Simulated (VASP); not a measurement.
Computed with PBE GGA with D4 dispersion, VASP's PBE PAW potentials (set 64) (plane waves; VASP).

Input for VASP

KPOINTS:
```
K-points
0
G
13 13 13
0 0 0
```

### INCAR
```
EDIFF = 1E-7   ! SCF stop (eV)
ALGO = Normal   ! blocked Davidson
NELM = 100
LWAVE = F
PREC = Accurate
IVDW = 13   ! D4
LCHARG = F
ISMEAR = 1
GGA = PE   ! PBE
SYSTEM = FeAl
LASPH = T   ! aspherical one-centre terms
LMAXMIX = 4   ! l cut-off of mixed one-centre charges
SIGMA = 0.1   ! width (eV)
LREAL = F   ! projection in real space or not
ENCUT = 520   ! plane-wave cut-off (eV)
ISIF = 2   ! forces and stress, cell fixed
```

POSCAR:
```
FeAl
2.8698610
  1.0000001659   0.0000000000   0.0000000000
  0.0000000000   1.0000001659   0.0000000000
  0.0000000000   0.0000000000   1.0000001659
Al Fe
1 1
Direct
  0.5000000000   0.5000000000   0.5000000000
  0.0000000000   0.0000000000   0.0000000000
```

POTCAR, in this order: Al Fe (PBE.64 set). Program: vasp_std.

What VASP printed:

**OSZICAR**
```
       N       E                     dE             d eps       ncg     rms          rms(c)
DAV:   1     0.314648019864E+02    0.31465E+02   -0.51235E+03  1520   0.124E+03
DAV:   2    -0.133383450251E+02   -0.44803E+02   -0.43261E+02  1513   0.179E+02
DAV:   3    -0.145593388412E+02   -0.12210E+01   -0.11950E+01  1757   0.409E+01
DAV:   4    -0.145855836028E+02   -0.26245E-01   -0.26193E-01  1945   0.530E+00
DAV:   5    -0.145861093911E+02   -0.52579E-03   -0.52573E-03  1835   0.655E-01    0.139E+01
DAV:   6    -0.166534342328E+02   -0.20673E+01   -0.76173E+01  1718   0.136E+02    0.183E+01
DAV:   7    -0.126542839184E+02    0.39992E+01   -0.37230E+01  1650   0.846E+01    0.252E+00
DAV:   8    -0.126257114651E+02    0.28572E-01   -0.21823E-01  1632   0.570E+00    0.147E+00
DAV:   9    -0.126112475248E+02    0.14464E-01   -0.43731E-02  1797   0.320E+00    0.358E-01
DAV:  10    -0.126108299779E+02    0.41755E-03   -0.96634E-04  1925   0.424E-01    0.157E-01
DAV:  11    -0.126108146368E+02    0.15341E-04   -0.21026E-05  1633   0.451E-02    0.879E-03
DAV:  12    -0.126108137112E+02    0.92568E-06   -0.61717E-06  2007   0.347E-02    0.508E-03
DAV:  13    -0.126108136064E+02    0.10481E-06   -0.20488E-07   859   0.508E-03    0.119E-03
DAV:  14    -0.126108136013E+02    0.50680E-08   -0.49472E-08   782   0.230E-03
   1 F= -.13417308E+02 E0= -.13417031E+02  d E =-.828975E-03
```

### OUTCAR
```
------------------------ aborting loop because EDIFF is reached ----------------------------------------
  Edisp (eV):   -0.80649
  FORCE on cell =-STRESS in cart. coord.  units (eV):
  Direction    XX          YY          ZZ          XY          YZ          ZX
  --------------------------------------------------------------------------------------
  Total      -0.79718    -0.79718    -0.79718     0.00000     0.00000    -0.00000
  in kB     -54.03645   -54.03645   -54.03645     0.00000     0.00000    -0.00000
  external pressure =      -54.04 kB  Pullay stress =        0.00 kB
  volume of cell :       23.64
      direct lattice vectors                 reciprocal lattice vectors
     2.869861476  0.000000000  0.000000000     0.348448874  0.000000000  0.000000000
     0.000000000  2.869861476  0.000000000     0.000000000  0.348448874  0.000000000
     0.000000000  0.000000000  2.869861476     0.000000000  0.000000000  0.348448874
 POSITION                                       TOTAL-FORCE (eV/Angst)
 -----------------------------------------------------------------------------------
      1.43493      1.43493      1.43493         0.000000      0.000000      0.000000
      0.00000      0.00000      0.00000         0.000000      0.000000      0.000000
 -----------------------------------------------------------------------------------
    total drift:                               -0.000000      0.000000      0.000000
  FREE ENERGIE OF THE ION-ELECTRON SYSTEM (eV)
  ---------------------------------------------------
  free  energy   TOTEN  =       -13.4173075306 eV

  energy  without entropy=      -13.4164785557  energy(sigma->0) =      -13.41703121
```
(Selected blocks of OUTCAR.)

OUTCAR:
```
 val. band max:        7.9491807692   @ k =   0.4615   0.1538   0.0769

 cond. band min:       7.9580741623   @ k =   0.0769   0.0769   0.0000


 Fermi energy:         7.9534459373

 k-point     1 :       0.0000    0.0000    0.0000
  band No.  band energies     occupation
      1      -2.3681      2.00000
      2       5.7343      2.00000
      3       5.7343      2.00000
      4       8.1057     -0.05325
      5       8.1057     -0.05324
      6       8.1057     -0.05324
      7      14.4671      0.00000
      8      14.4671      0.00000
      9      14.4671      0.00000

 k-point     2 :       0.0769    0.0000    0.0000
  band No.  band energies     occupation
      1      -2.2567      2.00000
      2       5.7202      2.00000
      3       5.7687      2.00000
      4       8.0347      0.01355
      5       8.0347      0.01350
      6       8.1130     -0.04656
      7      13.5325      0.00000
      8      14.6316      0.00000
      9      14.6316      0.00000

 k-point     3 :       0.1538    0.0000    0.0000
  band No.  band energies     occupation
      1      -1.9250      2.00000
      2       5.6361      2.00000
      3       5.8661      2.00000
      4       7.8496      2.05740
      5       7.8496      2.05738
      6       8.1331     -0.02910
      7      11.9929      0.00000
      8      15.0986      0.00000
      9      15.0986      0.00000

 k-point     4 :       0.2308    0.0000    0.0000
  band No.  band energies     occupation
      1      -1.3805      2.00000
      2       5.3527      2.00000
      3       6.0085      2.00000
      4       7.6122      2.00002
      5       7.6122      2.00002
      6       8.1617     -0.01213
      7      10.6523      0.00000
      8      15.8103      0.00000
      9      15.8103      0.00000

 k-point     5 :       0.3077    0.0000    0.0000
  band No.  band energies     occupation
      1      -0.6363      2.00000
      2       4.7097      2.00000
      3       6.1670      2.00000
...
```

The compound is FeAl in the CsCl type structure. This cell is one point of a volume scan, at 1.03 of the reference volume. The run is not spin-polarised, so no magnetic state was tried. The electron count is odd and the run is not spin-polarised, which forces a metal.
